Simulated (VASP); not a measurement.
# VPO5: structure and properties in VASP, part 7 of 9

What structure and properties does PBEsol + D3(BJ) + U give VPO5, and how near are they to the measured ones? The start is a computed cell from the Materials Project.

VASP 6.6.1; PBEsol with D3(BJ), DFT+U (V d 4 eV), spin-polarised from a ferromagnetic start; plane waves and PAW (V_sv, P, O).

So far, gap on the k-mesh (eV): step 2 (full relaxation (PBEsol + D3(BJ) + U)) 2.11; step 3 (second relaxation) 2.11; step 6 (density of states (PBEsol + D3(BJ) + U)) 2.12.

## (7) Independent-particle dielectric function (PBEsol + D3(BJ) + U)

LOPTICS sums transitions from filled to empty bands. NBANDS is raised for it.

INCAR

```
SYSTEM = VPO5
PREC = Accurate
ENCUT = 520
EDIFF = 1E-06
NELM = 100
ISMEAR = 0
SIGMA = 0.05
LREAL = .FALSE.
ALGO = Normal
GGA = PS
IVDW = 12
NBANDS = 160
ISPIN = 2
MAGMOM = 2 2 0 0 0 0 0 0 0 0 0 0 0 0
LDAU = .TRUE.
LDAUTYPE = 2
LDAUL = 2 -1 -1
LDAUU = 4 0 0
LDAUJ = 0 0 0
LDAUPRINT = 1
LASPH = .TRUE.
LMAXMIX = 4
LORBIT = 11
LWAVE = .FALSE.
LCHARG = .FALSE.
KPAR = 8
LOPTICS = .TRUE.
NEDOS = 1500
CSHIFT = 0.1
```

POSCAR

```
VPO5
1.0
    3.6170787136     -3.4514216147     -0.0354071261
    3.6170787136      3.4514216147     -0.0354071261
   -3.3394706028      0.0000000000      6.3583339124
V P O
2 2 10
Direct
    0.4828922169      0.9531911590      0.4687110892
    0.9531911590      0.4828922169      0.9687110892
    0.1368702453      0.8718410873      0.7543018399
    0.8718410873      0.1368702453      0.2543018399
    0.1695887649      0.1664609187      0.9307509595
    0.8463306640      0.8270600026      0.5749556278
    0.8270600026      0.8463306640      0.0749556278
    0.1664609187      0.1695887649      0.4307509595
    0.6389388383      0.1667990418      0.3523395969
    0.8507019923      0.3802284933      0.1677590230
    0.3802284933      0.8507019923      0.6677590230
    0.1667990418      0.6389388383      0.8523395969
    0.3425669985      0.6770575770      0.2591818636
    0.6770575770      0.3425669985      0.7591818636
```

KPOINTS

```
Automatic mesh
0
Gamma
9 9 6
0 0 0
```

Potentials, in the order of the species: V_sv, P and O (PBE family, release 64).

The run is started by

```console
$ mpirun -np 8 vasp_std
```

What it wrote:

```text
[... set-up lines as in an earlier step ...]
 entering main loop
       N       E                     dE             d eps       ncg     rms          rms(c)
DAV:   1     0.924725113715E+03    0.92473E+03   -0.41169E+04 89904   0.606E+02
DAV:   2    -0.683957762837E+02   -0.99312E+03   -0.92759E+03 98184   0.227E+02
DAV:   3    -0.135210501953E+03   -0.66815E+02   -0.65162E+02103944   0.616E+01
DAV:   4    -0.135897829320E+03   -0.68733E+00   -0.68673E+00101992   0.626E+00
DAV:   5    -0.135901501507E+03   -0.36722E-02   -0.36720E-02104680   0.440E-01    0.722E+01
DAV:   6    -0.116640693911E+03    0.19261E+02   -0.16338E+01104584   0.322E+01    0.407E+01
DAV:   7    -0.116473637399E+03    0.16706E+00   -0.21606E+01 99720   0.378E+01    0.367E+01
DAV:   8    -0.108385387299E+03    0.80883E+01   -0.13129E+00 98808   0.811E+00    0.141E+01
DAV:   9    -0.106640850178E+03    0.17445E+01   -0.46461E-01112824   0.509E+00    0.421E+00
DAV:  10    -0.106664505655E+03   -0.23655E-01   -0.27319E-01102896   0.121E+00    0.227E+00
DAV:  11    -0.106674452271E+03   -0.99466E-02   -0.26814E-02103440   0.707E-01    0.140E+00
DAV:  12    -0.106673357283E+03    0.10950E-02   -0.11430E-02100304   0.706E-01    0.638E-01
DAV:  13    -0.106672265531E+03    0.10918E-02   -0.13857E-03 97096   0.247E-01    0.200E-01
DAV:  14    -0.106672685960E+03   -0.42043E-03   -0.75382E-04101064   0.107E-01    0.190E-01
DAV:  15    -0.106672769641E+03   -0.83681E-04   -0.90855E-05100616   0.292E-02    0.108E-01
DAV:  16    -0.106672749634E+03    0.20008E-04   -0.16231E-05104656   0.341E-02    0.182E-02
DAV:  17    -0.106672751042E+03   -0.14080E-05   -0.78061E-06101408   0.747E-03    0.999E-03
DAV:  18    -0.106672750100E+03    0.94132E-06   -0.32095E-07 88480   0.394E-03
   1 F= -.10849967E+03 E0= -.10849967E+03  d E =-.454735E-11  mag=    -0.0000
 optical routines
 imaginary and real dielectric function
 recalculating local potential from charge density
 direction            1
 direction            2
 direction            3
```

It took 16 min on 8 MPI ranks of AMD EPYC 9R14 (Zen 4), shared host; peak memory 58 GiB; 2.2 h of CPU time.

From OUTCAR (step 7):

```text
   k-points           NKPTS =    140   k-points in BZ     NKDIM =    140   number of bands    NBANDS=    160

   NELECT =      96.0000    total number of electrons

atom =   1  type =  1  l = 2

 onsite density matrix

spin component  1

  0.2101  0.0660  0.0044  0.0420  0.0254
  0.0660  0.2721  0.0536  0.0276  0.0230
  0.0044  0.0536  0.3181  0.0664  0.0225
  0.0420  0.0276  0.0664  0.3783 -0.0000
  0.0254  0.0230  0.0225 -0.0000  0.3051

spin component  2

 occupancies and eigenvectors

  o =  0.1578  v =  0.8049 -0.5158  0.2291 -0.1577 -0.0933  0.0000  0.0000  0.0000  0.0000  0.0000      0.0000  0.0000  0.0000  0.0000  0.0000  0.0000  0.0000  0.0000  0.0000  0.0000
  o =  0.1579  v =  0.0000  0.0000  0.0000  0.0000  0.0000  0.8049 -0.5158  0.2291 -0.1577 -0.0932      0.0000  0.0000  0.0000  0.0000  0.0000  0.0000  0.0000  0.0000  0.0000  0.0000
  o =  0.2661  v = -0.4511 -0.6554  0.3735  0.1091  0.4643  0.0000  0.0000  0.0000  0.0000  0.0000      0.0000  0.0000  0.0000  0.0000  0.0000  0.0000  0.0000  0.0000  0.0000  0.0000
  o =  0.2661  v =  0.0000  0.0000  0.0000  0.0000  0.0000 -0.4511 -0.6554  0.3735  0.1091  0.4643      0.0000  0.0000  0.0000  0.0000  0.0000  0.0000  0.0000  0.0000  0.0000  0.0000
  o =  0.2758  v =  0.2357 -0.1647 -0.7193  0.4142  0.4779  0.0000  0.0000  0.0000  0.0000  0.0000      0.0000  0.0000  0.0000  0.0000  0.0000  0.0000  0.0000  0.0000  0.0000  0.0000
  o =  0.2758  v =  0.0000  0.0000  0.0000  0.0000  0.0000  0.2357 -0.1647 -0.7193  0.4142  0.4779      0.0000  0.0000  0.0000  0.0000  0.0000  0.0000  0.0000  0.0000  0.0000  0.0000
  o =  0.3278  v = -0.1790 -0.3761 -0.1400  0.5386 -0.7189  0.0000  0.0000  0.0000  0.0000  0.0000      0.0000  0.0000  0.0000  0.0000  0.0000  0.0000  0.0000  0.0000  0.0000  0.0000
  o =  0.3279  v =  0.0000  0.0000  0.0000  0.0000  0.0000 -0.1790 -0.3762 -0.1400  0.5386 -0.7188      0.0000  0.0000  0.0000  0.0000  0.0000  0.0000  0.0000  0.0000  0.0000  0.0000
  o =  0.4561  v =  0.2470  0.3685  0.5206  0.7082  0.1750  0.0000  0.0000  0.0000  0.0000  0.0000      0.0000  0.0000  0.0000  0.0000  0.0000  0.0000  0.0000  0.0000  0.0000  0.0000
  o =  0.4561  v =  0.0000  0.0000  0.0000  0.0000  0.0000  0.2470  0.3685  0.5206  0.7082  0.1750      0.0000  0.0000  0.0000  0.0000  0.0000  0.0000  0.0000  0.0000  0.0000  0.0000

atom =   2  type =  1  l = 2

 onsite density matrix

spin component  1

  0.2101  0.0660 -0.0044 -0.0420 -0.0254
  0.0660  0.2721 -0.0536 -0.0276 -0.0230
 -0.0044 -0.0536  0.3181  0.0664  0.0225
 -0.0420 -0.0276  0.0664  0.3783 -0.0000
 -0.0254 -0.0230  0.0225 -0.0000  0.3051

spin component  2

 occupancies and eigenvectors

  o =  0.1578  v =  0.8049 -0.5158 -0.2291  0.1577  0.0933  0.0000  0.0000  0.0000  0.0000  0.0000      0.0000  0.0000  0.0000  0.0000  0.0000  0.0000  0.0000  0.0000  0.0000  0.0000
  o =  0.1579  v =  0.0000  0.0000  0.0000  0.0000  0.0000  0.8049 -0.5158 -0.2291  0.1577  0.0932      0.0000  0.0000  0.0000  0.0000  0.0000  0.0000  0.0000  0.0000  0.0000  0.0000
  o =  0.2661  v = -0.4511 -0.6554 -0.3735 -0.1091 -0.4643  0.0000  0.0000  0.0000  0.0000  0.0000      0.0000  0.0000  0.0000  0.0000  0.0000  0.0000  0.0000  0.0000  0.0000  0.0000
  o =  0.2661  v =  0.0000  0.0000  0.0000  0.0000  0.0000 -0.4511 -0.6554 -0.3735 -0.1091 -0.4643      0.0000  0.0000  0.0000  0.0000  0.0000  0.0000  0.0000  0.0000  0.0000  0.0000
  o =  0.2758  v = -0.2357  0.1647 -0.7193  0.4142  0.4779  0.0000  0.0000  0.0000  0.0000  0.0000      0.0000  0.0000  0.0000  0.0000  0.0000  0.0000  0.0000  0.0000  0.0000  0.0000
  o =  0.2758  v =  0.0000  0.0000  0.0000  0.0000  0.0000 -0.2357  0.1647 -0.7193  0.4142  0.4779      0.0000  0.0000  0.0000  0.0000  0.0000  0.0000  0.0000  0.0000  0.0000  0.0000
  o =  0.3278  v =  0.1790  0.3761 -0.1400  0.5386 -0.7189  0.0000  0.0000  0.0000  0.0000  0.0000      0.0000  0.0000  0.0000  0.0000  0.0000  0.0000  0.0000  0.0000  0.0000  0.0000
  o =  0.3279  v =  0.0000  0.0000  0.0000  0.0000  0.0000  0.1790  0.3762 -0.1400  0.5386 -0.7188      0.0000  0.0000  0.0000  0.0000  0.0000  0.0000  0.0000  0.0000  0.0000  0.0000
  o =  0.4561  v = -0.2470 -0.3685  0.5206  0.7082  0.1750  0.0000  0.0000  0.0000  0.0000  0.0000      0.0000  0.0000  0.0000  0.0000  0.0000  0.0000  0.0000  0.0000  0.0000  0.0000
  o =  0.4561  v =  0.0000  0.0000  0.0000  0.0000  0.0000 -0.2470 -0.3685  0.5206  0.7082  0.1750      0.0000  0.0000  0.0000  0.0000  0.0000  0.0000  0.0000  0.0000  0.0000  0.0000

 E-fermi :   2.2078

 spin component 1
 k-point     1 :       0.0000    0.0000    0.0000
  band No.  band energies     occupation
    ...
     44       1.2810      1.00000
     45       1.3774      1.00000
     46       1.4770      1.00000
     47       1.5912      1.00000
     48       1.9056      1.00000
     49       4.1143      0.00000
     50       4.4218      0.00000
     51       4.7750      0.00000
     52       4.9410      0.00000
     53       5.0507      0.00000
    ...

 k-point     2 :       0.1111   -0.0000   -0.0000
  band No.  band energies     occupation
    ...
     44       1.1580      1.00000
     45       1.4166      1.00000
     46       1.4916      1.00000
     47       1.5874      1.00000
     48       1.8827      1.00000
     49       4.1568      0.00000
     50       4.4509      0.00000
     51       4.7887      0.00000
     52       4.9765      0.00000
     53       5.0469      0.00000
    ...

 Edisp (eV)   -1.82692

  Total       0.00567     0.00041    -0.01563     0.00000     0.00000     0.00554
  in kB       0.05750     0.00416    -0.15852     0.00000     0.00000     0.05621
  external pressure =       -0.03 kB  Pullay stress =        0.00 kB

 POSITION                                       TOTAL-FORCE (eV/Angst)
 -----------------------------------------------------------------------------------
      3.62918      1.62320      2.92937         0.001071      0.009156      0.000431
      1.95944     -1.62320      6.10854         0.001071     -0.009156      0.000431
      1.12962      2.53669      4.76039        -0.000544     -0.003099      0.000713
      2.79935     -2.53669      1.58122        -0.000544      0.003099      0.000713
     -1.89270     -0.01080      5.90613         0.001301      0.003824      0.002660
      4.13274     -0.06651      3.59651         0.004097     -0.007299     -0.003178
      5.80247      0.06651      0.41734         0.004097      0.007299     -0.003178
     -0.22296      0.01080      2.72696         0.001301     -0.003824      0.002660
      1.73779     -1.62955      2.21176        -0.001920      0.000297      0.000596
      3.89215     -1.62380      1.02308        -0.001087     -0.000267     -0.002644
      2.22241      1.62380      4.20225        -0.001087      0.000267     -0.002644
      0.06805      1.62955      5.39093        -0.001920     -0.000297      0.000596
      2.82253      1.15447      1.61186        -0.002920     -0.004138      0.001423
      1.15280     -1.15447      4.79103        -0.002920      0.004138      0.001423
 -----------------------------------------------------------------------------------
    total drift:                               -0.001429     -0.000000     -0.001935

  FREE ENERGIE OF THE ION-ELECTRON SYSTEM (eV)
  ---------------------------------------------------
  free  energy   TOTEN  =      -108.4996652484 eV

  energy  without entropy=     -108.4996652484  energy(sigma->0) =     -108.49966525

 plasma frequency squared (from intraband transitions) (eV^2)
  --------------------------------------------------------------------------------------
       0.000       0.000       0.000
       0.000       0.000       0.000
       0.000       0.000       0.000

 magnetization (x)
# of ion       s       p       d       tot
------------------------------------------
    1        0.000   0.000  -0.000  -0.000
    2        0.000   0.000  -0.000  -0.000
    3       -0.000  -0.000   0.000  -0.000
    4       -0.000  -0.000   0.000  -0.000
    5        0.000   0.000   0.000   0.000
    6        0.000   0.000   0.000   0.000
    7        0.000   0.000   0.000   0.000
    8        0.000   0.000   0.000   0.000
    9        0.000   0.000   0.000   0.000
   10        0.000   0.000   0.000   0.000
   11        0.000   0.000   0.000   0.000
   12        0.000   0.000   0.000   0.000
   13        0.000   0.000   0.000   0.000
   14        0.000   0.000   0.000   0.000
--------------------------------------------------
tot          0.000   0.000  -0.000   0.000

[... 8 parts as in an earlier step ...]

[... 13 further parts left out ...]
```

These are independent-particle spectra without excitons or local fields, and fine structure depends on the mesh and on CSHIFT.

This step gave:

```yaml
bands: 160
fermi_energy: 2.208 eV
pressure: -0.003229 GPa
gap_on_the_k_mesh: 2.117 eV
```

The imaginary dielectric function has structure finer than the step of the table below, so its rows give means over 1 eV, whole bins alone (the curve runs from 0 to 25.0 eV). Peaks (eV: height): xx 4.5: 5.86, 10.5: 2.48, 16.9: 2.47; yy 3.1: 7.16, 9.9: 3.15, 17.3: 2.53; zz 3.9: 7.63, 10.7: 3.00, 16.9: 2.38.

The imaginary dielectric function by photon energy; means over each step:

```tsv
photon energy (eV)	xx	yy	zz
1	0.0545	0.0650	0.0524
2	0.471	0.660	0.326
3	3.89	5.62	3.39
4	5.26	3.56	6.86
5	4.37	3.44	5.12
6	3.55	2.83	4.21
7	2.23	2.17	3.05
8	1.54	1.65	1.58
9	1.78	1.68	1.46
10	2.23	2.86	2.51
11	2.22	2.21	2.72
12	1.72	1.83	2.01
13	1.57	1.68	1.56
14	1.57	1.57	1.33
15	1.68	1.70	1.65
16	2.14	2.01	2.13
17	2.27	2.36	2.21
18	2.00	2.28	2.00
19	1.77	1.80	1.62
20	1.49	1.35	1.35
21	1.16	1.14	1.13
22	0.993	1.11	1.01
23	0.976	0.978	0.932
24	0.862	0.865	0.891
```

Real dielectric function against photon energy:

```tsv
photon energy (eV)	xx	yy	zz
0.0	5.45	5.47	5.80
0.5	5.50	5.53	5.86
1.0	5.68	5.74	6.03
1.5	6.04	6.18	6.38
2.0	6.82	7.17	7.06
2.5	8.22	9.17	8.39
3.0	7.11	6.24	8.89
3.5	5.84	2.55	8.45
4.0	4.18	2.55	4.02
4.5	3.11	3.10	2.92
5.0	1.61	2.60	1.73
5.5	2.08	1.87	1.74
6.0	1.38	2.17	1.75
6.5	0.870	1.35	0.678
7.0	0.846	1.87	0.366
7.5	1.27	1.60	0.354
8.0	1.58	1.82	0.894
8.5	1.92	2.14	1.47
9.0	2.24	2.24	2.02
9.5	2.04	3.11	2.44
10.0	2.05	1.91	2.28
10.5	1.65	1.20	1.74
11.0	1.12	1.38	1.00
11.5	1.14	1.09	0.766
12.0	1.15	1.24	0.786
12.5	1.37	1.21	0.784
13.0	1.23	1.37	0.759
13.5	1.48	1.28	1.01
14.0	1.31	1.35	1.19
14.5	1.49	1.48	1.45
15.0	1.71	1.65	1.64
15.5	1.63	1.61	1.58
16.0	1.36	1.33	1.17
16.5	1.17	1.42	1.14
17.0	0.901	1.22	0.680
17.5	0.601	0.697	0.534
18.0	0.660	0.492	0.562
18.5	0.331	0.120	0.167
19.0	0.345	0.200	0.184
19.5	0.307	-0.0649	0.230
20.0	0.0738	0.111	0.120
20.5	0.127	0.152	0.193
21.0	0.158	0.236	0.188
21.5	0.246	0.337	0.256
22.0	0.235	0.256	0.273
22.5	0.369	0.252	0.277
23.0	0.335	0.256	0.358
23.5	0.292	0.255	0.310
24.0	0.316	0.223	0.270
24.5	0.311	0.257	0.244
```

(Continued in part 8 of 9.)

[Lines on the potential files, build, host, timing and source positions are cut from VASP's logs without a mark.]

[Logs are printed without paths, hosts, clocks, repeated set-up lines and the standing remarks that a program may print on its own settings, such as how far it seeks lower states.]

[Hosts, paths, dates, database ids (printed as entryN), source tags and the programs' standing remarks are cut or masked in the printed files.]

[A measured line is paired with the nearest computed mode of its activity, which favours agreement.]
